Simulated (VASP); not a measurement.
Given:

```xyz
4
Lattice="4.0335 0.0000 0.0000 0.0000 4.0335 0.0000 0.0000 0.0000 4.0335" Properties=species:S:1:pos:R:3 pbc="T T T"
Sc     0.0000     0.0000     0.0000
Al     2.0167     0.0000     2.0167
Al     0.0000     2.0167     2.0167
Al     2.0167     2.0167     0.0000
```

These are LDA (Ceperley-Alder, Perdew-Zunger), VASP's LDA PAW potentials (set 64) (plane waves; VASP) values and carry that method's errors. Settings: 400 eV cut-off, 8×8×8 Γ-centred mesh, first-order Methfessel-Paxton smearing of 0.10 eV, potentials Sc_sv Al.

Problem. Estimate the energy per atom (σ→0), band gap (on the k-mesh) with the smallest direct gap where there is one.

Solution. 
The band gap (on the k-mesh) is none (metal, semimetal or under 0.01 eV). The energy per atom (σ→0) is -5322 meV/atom.

The structure comes from a computed database's ScAl3 entry (Pm-3m); how it stands against other phases isn't given here. It was relaxed first. The start is the result of an earlier pass.
